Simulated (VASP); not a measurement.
# InP: GW quasiparticle gap, part 2 of 3

Wanted: how far GW moves the Kohn-Sham levels of InP. The cell is of the zinc-blende type, one of the forms listed for this formula. The start is a cell from a database of measured crystal structures.

VASP 6.6.1, plane waves and PAW; the level of theory is named at each step.

So far, gap on the k-mesh (eV): step 2 (ground state) 0.495.

The database entry behind the starting cell differs from later determinations by our own check (0.1 to 0.3 % short, probably kX units), so it need not match the best structure at ambient conditions.

### 4. G0W0, bands in the sums 44

This step: G0W0 on LDA; plane waves and PAW (In_d_GW, P_GW) (VASP 6.6.1).

G0W0 keeps orbitals and screening fixed and shifts each of the lowest NBANDSGW levels once.

INCAR reads:

```
SYSTEM = InP
PREC = Accurate
ENCUT = 300
ISMEAR = 0
SIGMA = 0.01
LREAL = .FALSE.
GGA = CA
NBANDS = 44
ALGO = EVGW0
NELMGW = 1
ENCUTGW = 180
NOMEGA = 48
PRECFOCK = Fast
NBANDSGW = 20
LWAVE = .FALSE.
LCHARG = .FALSE.
```

POSCAR reads:

```
InP
1.0
    0.0000000000      2.9305000000      2.9305000000
    2.9305000000      0.0000000000      2.9305000000
    2.9305000000      2.9305000000      0.0000000000
In P
1 1
Direct
    0.0000000000      0.0000000000      0.0000000000
    0.7500000000      0.7500000000      0.7500000000
```

KPOINTS reads:

```
Automatic mesh
0
Gamma
5 5 5
0 0 0
```

The projector-augmented-wave data sets are In_d_GW and P_GW (LDA family, release 64).

Run with:

```
$ mpirun -np 4 vasp_std
```

Output:

```text
[banner, memory and clock lines left out]
running    4 mpi-ranks, on    1 nodes
 distrk:  each k-point on    4 cores,    1 groups
 distr:  one band on    1 cores,    4 groups

 POSCAR found type information on POSCAR InP
 POSCAR found :  2 types and       2 ions
|                                                                             |
|           W    W    AA    RRRRR   N    N  II  N    N   GGGG   !!!           |
|           W    W   A  A   R    R  NN   N  II  NN   N  G    G  !!!           |
|           W    W  A    A  R    R  N N  N  II  N N  N  G       !!!           |
|           W WW W  AAAAAA  RRRRR   N  N N  II  N  N N  G  GGG   !            |
|           WW  WW  A    A  R   R   N   NN  II  N   NN  G    G                |
|           W    W  A    A  R    R  N    N  II  N    N   GGGG   !!!           |
|                                                                             |
|     The default for ENCUTGWSOFT is different in this version of VASP.       |
|     please manually set ENCUTGWSOFT =180 in the INCAR file.                 |
|                                                                             |

 LDA part: xc-table for (Slater(with rela. corr.)+CA(PZ))
 , standard interpolation
 found WAVECAR, reading the header
 POSCAR, INCAR and KPOINTS ok, starting setup
 FFT: planning ... GRIDC
 FFT: planning ... GRID_SOFT
 FFT: planning ... GRID
 reading WAVECAR
 the WAVECAR file was read successfully
 initial charge from wavefunction
 available memory per node:    118.99 GB, setting MAXMEM to    121843

 The Fermi energy was updated, please check that it is located mid-gap
 values below the HOMO (VB) or above the LUMO (CB) will cause erroneous energies
 E-fermi :   3.9941

 calculate exact exchange contribution
 the WAVEDER file was read successfully
energies w=
    0.000    0.000    0.219    0.000    0.436    0.000    0.652    0.000
    0.866    0.000    1.076    0.000    1.283    0.000    1.486    0.000
    1.685    0.000    1.880    0.000    2.072    0.000    2.261    0.000
    2.447    0.000    2.631    0.000    2.813    0.000    2.995    0.000
    3.176    0.000    3.359    0.000    3.542    0.000    3.728    0.000
    3.918    0.000    4.112    0.000    4.312    0.000    4.519    0.000
    4.734    0.000    4.961    0.000    5.199    0.000    5.453    0.000
    5.725    0.000    6.018    0.000    6.338    0.000    6.689    0.000
    7.078    0.000    7.515    0.000    8.010    0.000    8.578    0.000
    9.239    0.000   10.022    0.000   10.965    0.000   12.125    0.000
   13.590    0.000   15.499    0.000   18.088    0.000   21.796    0.000
   27.535    0.000   37.567    0.000   59.471    0.000  144.090    0.000
 responsefunction array rank=     292
 LDA part: xc-table for (Slater(with rela. corr.)+CA(PZ))
 , standard interpolation

 min. memory requirement per mpi rank    190.9 MB, per node    763.6 MB

 allocating  12 responsefunctions rank=   292
 shmem allocating  48 responsefunctions rank=   292
 response function shared by NCSHMEM nodes    1
 Doing           12  frequencies on each core in blocks of           48
NQ=   1    0.0000    0.0000    0.0000,
|.........|.........|.........|.........|.........|.........|.........|.........
 performed         96000 updates of chi_q(r,r)
 total number of BLAS operations         61.73 Gflops
NQ=   2    0.2000    0.0000    0.0000,
|.........|.........|.........|.........|.........|.........|.........|.........
 performed        268000 updates of chi_q(r,r)
 total number of BLAS operations        167.33 Gflops
NQ=   3    0.4000    0.0000    0.0000,
|.........|.........|.........|.........|.........|.........|.........|.........
 performed        440000 updates of chi_q(r,r)
 total number of BLAS operations        271.41 Gflops
NQ=   4    0.2000    0.2000    0.0000,
|.........|.........|.........|.........|.........|.........|.........|.........
 performed        612000 updates of chi_q(r,r)
 total number of BLAS operations        387.95 Gflops
NQ=   5    0.4000    0.2000    0.0000,
|.........|.........|.........|.........|.........|.........|.........|.........
 performed        868000 updates of chi_q(r,r)
 total number of BLAS operations        548.83 Gflops
NQ=   6   -0.4000    0.2000    0.0000,
|.........|.........|.........|.........|.........|.........|.........|.........
 performed       1124000 updates of chi_q(r,r)
 total number of BLAS operations        704.02 Gflops
NQ=   7   -0.2000    0.2000    0.0000,
|.........|.........|.........|.........|.........|.........|.........|.........
 performed       1352000 updates of chi_q(r,r)
 total number of BLAS operations        836.21 Gflops
NQ=   8    0.4000    0.4000    0.0000,
|.........|.........|.........|.........|.........|.........|.........|.........
 performed       1524000 updates of chi_q(r,r)
 total number of BLAS operations        942.57 Gflops
NQ=   9   -0.4000    0.4000    0.0000,
|.........|.........|.........|.........|.........|.........|.........|.........
 performed       1752000 updates of chi_q(r,r)
 total number of BLAS operations       1081.73 Gflops
NQ=  10   -0.4000    0.4000    0.2000,
|.........|.........|.........|.........|.........|.........|.........|.........
 performed       2036000 updates of chi_q(r,r)
 total number of BLAS operations       1246.52 Gflops
 resolving degeneracies of screened two electron integrals

 calculate QP shifts <psi_nk| G(iteration)W_0 |psi_nk>: iteration 1
 entering main loop
```

Run time: 44 s. Hardware: 4 MPI ranks of Intel Xeon Platinum 8488C (Sapphire Rapids), shared host; peak memory 0.99 GiB; 2.9 min of CPU time.

Parts of OUTCAR (step 4):

```text
The static configuration has the point symmetry T_d .

 Found     10 irreducible k-points:

   k-points           NKPTS =     10   k-points in BZ     NKDIM =    125   number of bands    NBANDS=     44

   NELECT =      18.0000    total number of electrons

 E-fermi :   3.9941

 QP shifts <psi_nk| G(iteration)W_0 |psi_nk>: iteration 1
 for sc-GW calculations column KS-energies equals QP-energies in previous step
 and V_xc(KS)=  KS-energies - (<T + V_ion + V_H > + <T+V_H+V_ion>^1  + <V_x>^1)
 k-point   1 :       0.0000    0.0000    0.0000
  band No.  KS-energies  QP-energies   sigma(KS)   V_xc(KS)     V^pw_x(r,r')   Z            occupation Imag(sigma)
    ...
      6      -7.8067      -7.7940     -11.4562     -11.4771     -18.2341       0.6057       2.0000       0.9272
      7       3.7467       3.8452     -12.2595     -12.3933     -13.8408       0.7364       2.0000       0.0696
      8       3.7467       3.8452     -12.2595     -12.3933     -13.8408       0.7364       2.0000       0.0696
      9       3.7467       3.8452     -12.2595     -12.3933     -13.8408       0.7364       2.0000       0.0696
     10       4.2415       5.0004     -10.3465     -11.3468      -7.1828       0.7586       0.0000      -0.0556
     11       7.6888       8.4816      -9.3207     -10.3704      -5.5658       0.7552       0.0000      -0.0921
     12       7.6888       8.4816      -9.3207     -10.3704      -5.5658       0.7552       0.0000      -0.0921
     13       7.6888       8.4816      -9.3207     -10.3704      -5.5658       0.7552       0.0000      -0.0921
    ...

 k-point   2 :       0.2000    0.0000    0.0000
  band No.  KS-energies  QP-energies   sigma(KS)   V_xc(KS)     V^pw_x(r,r')   Z            occupation Imag(sigma)
    ...
      6      -7.3573      -7.3803     -11.7012     -11.6644     -18.2749       0.6227       2.0000       0.8972
      7       0.9743       1.0236     -11.5807     -11.6495     -13.8213       0.7176       2.0000       0.1168
      8       3.3295       3.4032     -12.0423     -12.1426     -13.7236       0.7353       2.0000       0.0725
      9       3.3295       3.4032     -12.0423     -12.1426     -13.7236       0.7353       2.0000       0.0725
     10       5.4009       6.1442     -10.0276     -11.0110      -6.7024       0.7559       0.0000      -0.0633
     11       8.2596       9.0559      -9.4427     -10.5113      -5.5194       0.7451       0.0000      -0.1062
     12       8.2596       9.0559      -9.4427     -10.5113      -5.5194       0.7451       0.0000      -0.1062
     13       8.3730       9.0898      -9.6826     -10.6545      -5.6740       0.7375       0.0000      -0.1194
    ...

 k-point   3 :       0.4000    0.0000    0.0000
  band No.  KS-energies  QP-energies   sigma(KS)   V_xc(KS)     V^pw_x(r,r')   Z            occupation Imag(sigma)
    ...
      6      -6.3175      -6.3749     -12.2538     -12.1661     -18.4498       0.6550       2.0000       0.8088
      7      -1.6250      -1.6653     -11.0265     -10.9682     -14.5419       0.6907       2.0000       0.2784
      8       2.8258       2.8652     -11.8853     -11.9390     -13.7558       0.7320       2.0000       0.0796
      9       2.8258       2.8652     -11.8853     -11.9390     -13.7558       0.7320       2.0000       0.0796
     10       5.1161       5.8571      -9.7559     -10.7292      -6.4311       0.7613       0.0000      -0.0606
     11       8.4633       9.1949      -9.1465     -10.1274      -5.1465       0.7459       0.0000      -0.1106
     12       8.4633       9.1949      -9.1465     -10.1274      -5.1465       0.7459       0.0000      -0.1106
     13      10.3828      10.9388      -8.9271      -9.6968      -4.0938       0.7224       0.0000      -0.2177
    ...

[... 7 parts as in an earlier step ...]

[... 5 further parts left out ...]
```

Numbers from this step:

```yaml
quasiparticle_gap_on_the_mesh: 1.155 eV
smallest_direct_quasiparticle_gap_on_the_mesh: 1.155 eV
gap_of_the_starting_orbitals_on_the_mesh: 0.4948 eV
```

GW takes the gap from 0.495 to 1.155 eV. Spin-orbit coupling is left out. The value holds for 44 bands, ENCUTGW = 180 eV and this mesh, and isn't shown to be converged in them.

### 5. Empty bands

This step: LDA; plane waves and PAW (In_d_GW, P_GW) (VASP 6.6.1).

The empty bands are made again, for the run that follows.

INCAR reads:

```
SYSTEM = InP
PREC = Accurate
ENCUT = 300
ISMEAR = 0
SIGMA = 0.01
LREAL = .FALSE.
GGA = CA
NBANDS = 84
ALGO = Exact
NELM = 1
LWAVE = .TRUE.
LCHARG = .FALSE.
LOPTICS = .TRUE.
NEDOS = 1000
CSHIFT = 0.1
```

POSCAR is that of step 4.

KPOINTS is that of step 4.

Run with:

```
$ mpirun -np 4 vasp_std
```

Output:

```text
[banner, memory and clock lines left out]
running    4 mpi-ranks, on    1 nodes
[...]
LDA part: xc-table for (Slater(with rela. corr.)+CA(PZ))
 , standard interpolation
 found WAVECAR, reading the header
  number of bands has changed, file:    15 present:    84
  trying to continue reading WAVECAR, but it might fail
 POSCAR, INCAR and KPOINTS ok, starting setup
[...]
reading WAVECAR
 random initialization beyond band           15
 the WAVECAR file was read successfully
 initial charge from wavefunction
 entering main loop
       N       E                     dE             d eps       ncg     rms          rms(c)
DIA:   1    -0.957648325445E+01   -0.95765E+01    0.00000E+00     0   0.000E+00
   1 F= -.95764833E+01 E0= -.95764833E+01  d E =-.290951E-36
 writing wavefunctions
 optical routines
 imaginary and real dielectric function
 recalculating local potential from charge density
 direction            1
 direction            2
 direction            3
```

The job ended after 2.8 s (4 MPI ranks; peak memory 0.53 GiB; 8.7 s of CPU time).

OUTCAR, selected parts (step 5):

```text
  Total       -0.4688148     -0.4688148     -0.4688148      0.0000000      0.0000000      0.0000000
  in kB      -14.9230207    -14.9230207    -14.9230207      0.0000000      0.0000000      0.0000000
  external PRESSURE =     -14.9230207 kB  Pullay stress =       0.0000000 kB

[... 4 parts as in an earlier step ...]

[... 2 further parts left out ...]
[key lines of the parts left out:]
E-fermi :   3.8335
```

WAVECAR now holds 84 bands for 18 electrons.

### 6. G0W0, bands in the sums 84

This step: G0W0 on LDA; plane waves and PAW (In_d_GW, P_GW) (VASP 6.6.1).

The sums now run over 84 bands at the same response cutoff.

INCAR reads:

```
SYSTEM = InP
PREC = Accurate
ENCUT = 300
ISMEAR = 0
SIGMA = 0.01
LREAL = .FALSE.
GGA = CA
NBANDS = 84
ALGO = EVGW0
NELMGW = 1
ENCUTGW = 180
NOMEGA = 48
PRECFOCK = Fast
NBANDSGW = 20
LWAVE = .FALSE.
LCHARG = .FALSE.
```

POSCAR is that of step 5.

KPOINTS is that of step 5.

Run with:

```
$ mpirun -np 4 vasp_std
```

Output:

```text
[banner, memory and clock lines left out]
running    4 mpi-ranks, on    1 nodes
[...]
[... a notice as in an earlier step ...]

 LDA part: xc-table for (Slater(with rela. corr.)+CA(PZ))
 , standard interpolation
 found WAVECAR, reading the header
 POSCAR, INCAR and KPOINTS ok, starting setup
[...]
reading WAVECAR
 the WAVECAR file was read successfully
 initial charge from wavefunction
 available memory per node:    119.28 GB, setting MAXMEM to    122147

 The Fermi energy was updated, please check that it is located mid-gap
 values below the HOMO (VB) or above the LUMO (CB) will cause erroneous energies
 E-fermi :   3.9941

 calculate exact exchange contribution
 the WAVEDER file was read successfully
energies w=
    0.000    0.000    0.218    0.000    0.435    0.000    0.651    0.000
    0.864    0.000    1.073    0.000    1.280    0.000    1.482    0.000
    1.680    0.000    1.876    0.000    2.067    0.000    2.255    0.000
[...]
total number of BLAS operations       1106.02 Gflops
NQ=   6   -0.4000    0.2000    0.0000,
|.........|.........|.........|.........|.........|.........|.........|.........
 performed       2256000 updates of chi_q(r,r)
 total number of BLAS operations       1413.43 Gflops
NQ=   7   -0.2000    0.2000    0.0000,
|.........|.........|.........|.........|.........|.........|.........|.........
 performed       2710000 updates of chi_q(r,r)
 total number of BLAS operations       1676.45 Gflops
NQ=   8    0.4000    0.4000    0.0000,
|.........|.........|.........|.........|.........|.........|.........|.........
 performed       3056000 updates of chi_q(r,r)
 total number of BLAS operations       1890.88 Gflops
NQ=   9   -0.4000    0.4000    0.0000,
|.........|.........|.........|.........|.........|.........|.........|.........
 performed       3510000 updates of chi_q(r,r)
 total number of BLAS operations       2167.77 Gflops
NQ=  10   -0.4000    0.4000    0.2000,
|.........|.........|.........|.........|.........|.........|.........|.........
 performed       4071000 updates of chi_q(r,r)
 total number of BLAS operations       2493.03 Gflops
 resolving degeneracies of screened two electron integrals

 calculate QP shifts <psi_nk| G(iteration)W_0 |psi_nk>: iteration 1
 entering main loop
```

It took 70 s on 4 MPI ranks; peak memory 1.1 GiB.

From OUTCAR (step 6):

```text
 QP shifts <psi_nk| G(iteration)W_0 |psi_nk>: iteration 1
 for sc-GW calculations column KS-energies equals QP-energies in previous step
 and V_xc(KS)=  KS-energies - (<T + V_ion + V_H > + <T+V_H+V_ion>^1  + <V_x>^1)
 k-point   1 :       0.0000    0.0000    0.0000
  band No.  KS-energies  QP-energies   sigma(KS)   V_xc(KS)     V^pw_x(r,r')   Z            occupation Imag(sigma)
    ...
      6      -7.8067      -8.0025     -11.7996     -11.4771     -18.2341       0.6074       2.0000       0.9229
      7       3.7467       3.5574     -12.6506     -12.3933     -13.8408       0.7357       2.0000       0.1393
      8       3.7467       3.5574     -12.6506     -12.3933     -13.8408       0.7357       2.0000       0.1393
      9       3.7467       3.5574     -12.6506     -12.3933     -13.8408       0.7357       2.0000       0.1393
     10       4.2415       4.6730     -10.7781     -11.3468      -7.1828       0.7587       0.0000       0.0324
     11       7.6888       8.1741      -9.7272     -10.3704      -5.5658       0.7544       0.0000      -0.0170
     12       7.6888       8.1741      -9.7272     -10.3704      -5.5658       0.7544       0.0000      -0.0170
     13       7.6888       8.1741      -9.7272     -10.3704      -5.5658       0.7544       0.0000      -0.0170
    ...

[... 1 part as in an earlier step ...]

[... 2 further parts left out ...]
[key lines of the parts left out:]
E-fermi :   3.9941
```

The gap is now 1.116 eV, -40 meV against the GW run before. Spin-orbit coupling is left out.

### 7. Empty bands

This step: LDA; plane waves and PAW (In_d_GW, P_GW) (VASP 6.6.1).

The empty bands are made again, for the run that follows.

INCAR reads:

```
SYSTEM = InP
PREC = Accurate
ENCUT = 300
ISMEAR = 0
SIGMA = 0.01
LREAL = .FALSE.
GGA = CA
NBANDS = 168
ALGO = Exact
NELM = 1
LWAVE = .TRUE.
LCHARG = .FALSE.
LOPTICS = .TRUE.
NEDOS = 1000
CSHIFT = 0.1
```

POSCAR is that of step 6.

KPOINTS is that of step 6.

Run with:

```
$ mpirun -np 4 vasp_std
```

Output:

```text
[banner, memory and clock lines left out]
running    4 mpi-ranks, on    1 nodes
[...]
LDA part: xc-table for (Slater(with rela. corr.)+CA(PZ))
 , standard interpolation
 found WAVECAR, reading the header
  number of bands has changed, file:    15 present:   168
  trying to continue reading WAVECAR, but it might fail
 POSCAR, INCAR and KPOINTS ok, starting setup
[...]
reading WAVECAR
 random initialization beyond band           15
 the WAVECAR file was read successfully
 initial charge from wavefunction
 entering main loop
       N       E                     dE             d eps       ncg     rms          rms(c)
DIA:   1    -0.957648325443E+01   -0.95765E+01    0.00000E+00     0   0.000E+00
   1 F= -.95764833E+01 E0= -.95764833E+01  d E =-.449503E-63
 writing wavefunctions
 optical routines
 imaginary and real dielectric function
 recalculating local potential from charge density
 direction            1
 direction            2
 direction            3
```

The job ended after 3 s (4 MPI ranks; peak memory 0.54 GiB).

OUTCAR, selected parts (step 7):

```text
  Total       -0.4688148     -0.4688148     -0.4688148      0.0000000      0.0000000      0.0000000
  in kB      -14.9230205    -14.9230205    -14.9230205      0.0000000      0.0000000      0.0000000
  external PRESSURE =     -14.9230205 kB  Pullay stress =       0.0000000 kB

  FREE ENERGIE OF THE ION-ELECTRON SYSTEM (eV)
  ---------------------------------------------------
  free  energy   TOTEN  =        -9.5764832544 eV

  energy  without entropy=       -9.5764832544  energy(sigma->0) =       -9.57648325

[... 2 parts as in an earlier step ...]

[... 2 further parts left out ...]
[key lines of the parts left out:]
E-fermi :   3.8638
```

WAVECAR now holds 168 bands for 18 electrons.

(Part 2 of 3 ends here.)

[Lines on the potential files, build, host, timing and source positions are cut from VASP's logs without a mark.]

[Logs are printed without paths, hosts, clocks, repeated set-up lines and the standing remarks that a program may print on its own settings, such as how far it seeks lower states.]

[Hosts, paths, dates, database ids (printed as entryN), source tags and the programs' standing remarks are cut or masked in the printed files.]

[Pressures printed for these runs are not shown converged in the cutoff: they can be off by several GPa and have the wrong sign.]
